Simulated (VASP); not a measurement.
Take BaHfO3 (cubic perovskite), without spin-orbit terms, in VASP with PAW potentials, and its band gap.

One run gives 4.07 eV. Which level is it?
A) SCAN (own cell)
B) PW91 (own cell)
C) vdW-DF-cx (own cell)
D) optB86b-vdW (own cell)

A, SCAN (own cell).  The others give 3.58 (optB86b-vdW (own cell)), 3.57 (vdW-DF-cx (own cell)), 3.54 (PW91 (own cell)).

Only levels that ran to the end are used. Left out are those held back, those with too coarse a band path, GW runs whose mesh misses a band edge, hybrids' fits of cells that aren't cubic and levels without matching references; a question may draw on a part of the rest.

The compound is BaHfO3 in the cubic perovskite structure.
